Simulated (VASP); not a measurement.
Output of a VASP run:

OSZICAR:
```
       N       E                     dE             d eps       ncg     rms          rms(c)
DAV:   1     0.878352148828E+02    0.87835E+02   -0.79054E+03   552   0.101E+03
DAV:   2    -0.293474857972E+01   -0.90770E+02   -0.87286E+02   600   0.260E+02
DAV:   3    -0.653950115379E+01   -0.36048E+01   -0.35976E+01   615   0.543E+01
DAV:   4    -0.655583954135E+01   -0.16338E-01   -0.16338E-01   565   0.355E+00
DAV:   5    -0.655594339475E+01   -0.10385E-03   -0.10385E-03   605   0.257E-01    0.618E+00
DAV:   6    -0.619917170137E+01    0.35677E+00   -0.71445E-01   719   0.119E+01    0.489E+00
DAV:   7    -0.617596475760E+01    0.23207E-01   -0.14567E-01   565   0.301E+00    0.221E+00
DAV:   8    -0.617460193083E+01    0.13628E-02   -0.14795E-02   550   0.182E+00    0.218E-01
DAV:   9    -0.617446908875E+01    0.13284E-03   -0.20191E-03   605   0.695E-01    0.493E-02
DAV:  10    -0.617448430835E+01   -0.15220E-04   -0.21033E-04   555   0.221E-01    0.389E-02
DAV:  11    -0.617450863041E+01   -0.24322E-04   -0.47186E-05   530   0.608E-02    0.156E-02
DAV:  12    -0.617450783274E+01    0.79767E-06   -0.51797E-06   600   0.351E-02
   1 F= -.61745078E+01 E0= -.61745078E+01  d E =-.617451E+01
       N       E                     dE             d eps       ncg     rms          rms(c)
DAV:   1    -0.619424799648E+01   -0.19739E-01   -0.39123E-01   575   0.835E+00    0.995E-01
DAV:   2    -0.617694822496E+01    0.17300E-01   -0.44793E-02   560   0.340E+00    0.334E-01
DAV:   3    -0.617522028980E+01    0.17279E-02   -0.47464E-03   560   0.773E-01    0.284E-01
DAV:   4    -0.617505368275E+01    0.16661E-03   -0.33980E-04   540   0.185E-01    0.443E-02
DAV:   5    -0.617504639311E+01    0.72896E-05   -0.60318E-05   595   0.121E-01    0.221E-02
DAV:   6    -0.617504777213E+01   -0.13790E-05   -0.10700E-05   555   0.455E-02    0.635E-03
DAV:   7    -0.617504774529E+01    0.26844E-07   -0.51519E-07   315   0.502E-03
   2 F= -.61750477E+01 E0= -.61750477E+01  d E =-.539913E-03
       N       E                     dE             d eps       ncg     rms          rms(c)
DAV:   1    -0.617622116539E+01   -0.11734E-02   -0.22665E-02   575   0.203E+00    0.245E-01
DAV:   2    -0.617523282668E+01    0.98834E-03   -0.25215E-03   560   0.804E-01    0.837E-02
DAV:   3    -0.617512881809E+01    0.10401E-03   -0.27456E-04   560   0.189E-01    0.718E-02
DAV:   4    -0.617511489350E+01    0.13925E-04   -0.19714E-05   540   0.433E-02    0.114E-02
DAV:   5    -0.617511362934E+01    0.12642E-05   -0.38960E-06   435   0.307E-02    0.441E-03
DAV:   6    -0.617511349515E+01    0.13419E-06   -0.68686E-07   280   0.119E-02
   3 F= -.61751135E+01 E0= -.61751135E+01  d E =-.605662E-03
```

File OUTCAR:
```
------------------------ aborting loop because EDIFF is reached ----------------------------------------
  FORCE on cell =-STRESS in cart. coord.  units (eV):
  Direction    XX          YY          ZZ          XY          YZ          ZX
  --------------------------------------------------------------------------------------
  Total        0.0034073      0.0034073      0.0034073      0.0000000      0.0000000      0.0000000
  in kB        0.0971325      0.0971325      0.0971325      0.0000000      0.0000000      0.0000000
  external PRESSURE =       0.0971325 kB  Pullay stress =       0.0000000 kB
  volume of cell :       56.20
      direct lattice vectors                 reciprocal lattice vectors
    -0.000000000  3.040250639  3.040250639    -0.164460125  0.164460125  0.164460125
     3.040250639 -0.000000000  3.040250639     0.164460125 -0.164460125  0.164460125
     3.040250639  3.040250639  0.000000000     0.164460125  0.164460125 -0.164460125
  FREE ENERGIE OF THE ION-ELECTRON SYSTEM (eV)
  ---------------------------------------------------
  free  energy   TOTEN  =        -6.1751134951 eV

  energy  without entropy=       -6.1751134951  energy(sigma->0) =       -6.17511350

 reached required accuracy - stopping structural energy minimisation
```
(Selected blocks of OUTCAR.)

### POSCAR
```
CdSe
1
    0.0000000000     3.0484090000     3.0484090000
    3.0484090000     0.0000000000     3.0484090000
    3.0484090000     3.0484090000     0.0000000000
Cd Se
1 1
Direct
  0.0000000000   0.0000000000   0.0000000000
  0.2500000000   0.2500000000   0.2500000000
```

Q: Reconstruct the remaining input files.

A: Several could match; the one computed here: the input of the run itself, PBEsol GGA, plane waves, VASP's PBE PAW potentials (set 64).

### INCAR
```
ALGO = Normal
GGA = PS
EDIFF = 1E-6   # SCF stop (eV)
NELM = 100
SYSTEM = CdSe
LCHARG = .False.
LREAL = .False.   # projection in real space or not
PREC = Accurate
ENCUT = 400
LWAVE = .False.
IBRION = 2   # conjugate gradients
ISMEAR = 0
NSW = 60   # most ionic steps
EDIFFG = -0.01   # ionic stop
ISIF = 3
LMAXMIX = 4   # l cut-off of mixed one-centre charges
SIGMA = 0.05   # width (eV)
LASPH = .True.   # aspherical one-centre terms
```

### KPOINTS
```
Automatic
0
gamma
  7 7 7
0 0 0
```

POTCAR, in this order: Cd Se (PBE.64 set). Program: vasp_std.

The structure was generated: CdSe was put into the zinc blende type (F-43m), which need not be its known phase. This run relaxes it. Symmetry was kept, so distortions that lower it aren't found.
